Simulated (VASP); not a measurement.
Output of a VASP run:

### OSZICAR
```
...
       N       E                     dE             d eps       ncg     rms          rms(c)
DAV:   1    -0.115295954246E+02   -0.18752E-01   -0.13479E+00  1040   0.713E+00    0.651E-01
DAV:   2    -0.115347776361E+02   -0.51822E-02   -0.66815E-02  1235   0.173E+00    0.168E-01
DAV:   3    -0.115341064162E+02    0.67122E-03   -0.94467E-04  1165   0.232E-01    0.925E-02
DAV:   4    -0.115339687731E+02    0.13764E-03   -0.70048E-04  1185   0.171E-01    0.253E-02
DAV:   5    -0.115339752680E+02   -0.64949E-05   -0.86008E-05  1070   0.654E-02    0.130E-02
DAV:   6    -0.115339751031E+02    0.16491E-06   -0.49725E-06  1225   0.172E-02    0.554E-03
DAV:   7    -0.115339750685E+02    0.34620E-07   -0.48280E-07  1205   0.572E-03
   2 F= -.11533975E+02 E0= -.11533975E+02  d E =-.231313E-01
       N       E                     dE             d eps       ncg     rms          rms(c)
DAV:   1    -0.115390409734E+02   -0.50659E-02   -0.18531E+00  1040   0.836E+00    0.803E-01
DAV:   2    -0.115459985412E+02   -0.69576E-02   -0.91765E-02  1245   0.203E+00    0.197E-01
DAV:   3    -0.115450203783E+02    0.97816E-03   -0.14043E-03  1165   0.280E-01    0.109E-01
DAV:   4    -0.115448264996E+02    0.19388E-03   -0.10162E-03  1180   0.205E-01    0.309E-02
DAV:   5    -0.115448355014E+02   -0.90018E-05   -0.11993E-04  1070   0.776E-02    0.156E-02
DAV:   6    -0.115448353245E+02    0.17698E-06   -0.74760E-06  1200   0.209E-02    0.636E-03
DAV:   7    -0.115448352421E+02    0.82371E-07   -0.76239E-07  1230   0.711E-03
   3 F= -.11544835E+02 E0= -.11544835E+02  d E =-.339915E-01
       N       E                     dE             d eps       ncg     rms          rms(c)
DAV:   1    -0.115448446741E+02   -0.93497E-05   -0.53165E-03  1040   0.447E-01    0.418E-02
DAV:   2    -0.115448645362E+02   -0.19862E-04   -0.26470E-04  1245   0.109E-01    0.108E-02
DAV:   3    -0.115448619396E+02    0.25966E-05   -0.44124E-06  1155   0.156E-02    0.588E-03
DAV:   4    -0.115448618074E+02    0.13215E-06   -0.30253E-06  1215   0.112E-02    0.176E-03
DAV:   5    -0.115448619211E+02   -0.11370E-06   -0.36463E-07  1065   0.426E-03    0.864E-04
DAV:   6    -0.115448619403E+02   -0.19186E-07   -0.23179E-08   550   0.118E-03
   4 F= -.11544862E+02 E0= -.11544862E+02  d E =-.340182E-01
       N       E                     dE             d eps       ncg     rms          rms(c)
DAV:   1    -0.115453580115E+02   -0.49609E-03   -0.17994E-02  1055   0.830E-01    0.742E-02
DAV:   2    -0.115452298730E+02    0.12814E-03   -0.48164E-04  1275   0.151E-01    0.387E-02
DAV:   3    -0.115451879121E+02    0.41961E-04   -0.11815E-04  1140   0.708E-02    0.106E-02
DAV:   4    -0.115451882730E+02   -0.36086E-06   -0.11953E-05  1210   0.239E-02    0.546E-03
DAV:   5    -0.115451882713E+02    0.17219E-08   -0.20836E-07   903   0.349E-03
   5 F= -.11545188E+02 E0= -.11545188E+02  d E =-.326331E-03
       N       E                     dE             d eps       ncg     rms          rms(c)
DAV:   1    -0.115456214117E+02   -0.43314E-03   -0.28475E-02  1045   0.104E+00    0.932E-02
DAV:   2    -0.115454182477E+02    0.20316E-03   -0.76325E-04  1270   0.190E-01    0.487E-02
DAV:   3    -0.115453520607E+02    0.66187E-04   -0.18745E-04  1140   0.892E-02    0.133E-02
DAV:   4    -0.115453527045E+02   -0.64374E-06   -0.19022E-05  1215   0.302E-02    0.687E-03
DAV:   5    -0.115453527155E+02   -0.10991E-07   -0.36128E-07  1220   0.439E-03
   6 F= -.11545353E+02 E0= -.11545353E+02  d E =-.490775E-03
```

**OUTCAR**
```
------------------------ aborting loop because EDIFF is reached ----------------------------------------
  FORCE on cell =-STRESS in cart. coord.  units (eV):
  Direction    XX          YY          ZZ          XY          YZ          ZX
  --------------------------------------------------------------------------------------
  Total       -0.4916448     -0.4916448     -0.5005904      0.0000000     -0.0000000      0.0000000
  in kB      -10.2572732    -10.2572731    -10.4439059      0.0000000     -0.0000000      0.0000000
  external PRESSURE =     -10.3194841 kB  Pullay stress =       0.0000000 kB
  volume of cell :       76.79
      direct lattice vectors                 reciprocal lattice vectors
     2.084329907 -3.610165289 -0.000000000     0.239885250 -0.138497814 -0.000000000
     2.084329907  3.610165289  0.000000000     0.239885250  0.138497814  0.000000000
     0.000000000 -0.000000000  5.102776734     0.000000000 -0.000000000  0.195971733
 POSITION                                       TOTAL-FORCE (eV/Angst)
 -----------------------------------------------------------------------------------
      2.58383     -2.74501      3.40185         0.000081      0.000140      0.000000
      3.16967     -0.00000      0.00000        -0.000162      0.000000      0.000000
      2.58383      2.74501      1.70092         0.000081     -0.000140     -0.000000
 -----------------------------------------------------------------------------------
    total drift:                               -0.000222     -0.000435      0.000010
  FREE ENERGIE OF THE ION-ELECTRON SYSTEM (eV)
  ---------------------------------------------------
  free  energy   TOTEN  =       -11.5453527155 eV

  energy  without entropy=      -11.5453527155  energy(sigma->0) =      -11.54535272

 reached required accuracy - stopping structural energy minimisation
```
(Selected blocks of OUTCAR.)

**POSCAR**
```
Se
1
    2.0592891526    -3.5667934284     0.0000000000
    2.0592891526     3.5667934284     0.0000000000
    0.0000000000     0.0000000000     5.2276297816
Se
3
Direct
  0.0000000000   0.2490637901   0.6666670000
  0.7509362099   0.7509362099   0.0000000000
  0.2490637901   0.0000000000   0.3333330000
```

Task: Write an INCAR and KPOINTS that could have produced this output.

Result: This is not unique; one that fits is the input of the run itself, PBEsol GGA, plane waves, VASP's PBE PAW potentials (set 64).

### INCAR
```
SYSTEM = Se
PREC = Accurate
ENCUT = 520
EDIFF = 1E-7
NELM = 100
ALGO = Normal
LREAL = .FALSE.
LASPH = .TRUE.
ISMEAR = 0
SIGMA = 0.05
GGA = PS
LMAXMIX = 4
LWAVE = .FALSE.
LCHARG = .FALSE.
ISIF = 4
IBRION = 2
NSW = 30
EDIFFG = -0.01
```

KPOINTS:
```
Automatic mesh
0
Gamma
8 8 5
0 0 0
```

POTCAR, in this order: Se (PBE.64 set). Program: vasp_std.

Without a dispersion term in the relaxation, distances and binding between the weakly bound layers, chains or molecules are unreliable, and so is what depends on them.

The compound is Se in the trig structure. This cell is one point of a volume scan, at 1.06 of the reference volume. Symmetry was kept, so distortions that lower it aren't found.
